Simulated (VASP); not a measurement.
```
CELL_PARAMETERS angstrom
      4.19510     0.00000     0.00000
      0.00000     4.19510     0.00000
      0.00000     0.00000     4.19510
ATOMIC_POSITIONS crystal
  Rb 0.50000 0.50000 0.50000
  Au 0.00000 0.00000 0.00000
```

The numbers are results of HSE06 screened hybrid, VASP's PBE PAW potentials (set 64) (plane waves; VASP), not measurements. Numerical set-up: 400 eV cut-off, 6×6×6 Γ-centred mesh, Gaussian smearing of 0.050 eV, potentials Rb_sv Au.

Unless said otherwise, spin-orbit coupling is left out, though it shifts the bands of the heavy elements here.

### Question
Estimate the energy per atom (σ→0), band gap (over the mesh, the named points and PBE's band edges) with the smallest direct gap where there is one.

### Answer

```
Item                                                                                Result
--------------------------------------------------------------------------  --------------
band gap (over the mesh, the named points and PBE's band edges)                    0.52 eV
smallest direct gap (over the mesh, the named points and PBE's band edges)         2.06 eV
energy per atom (σ→0)                                                       -2.433 eV/atom
```

Total energies compare only between runs with the same potentials, cut-off and functional.

The structure comes from a computed database's RbAu entry (Pm-3m); how it stands against other phases isn't given here. It was relaxed first, which changed the volume by +7 %.
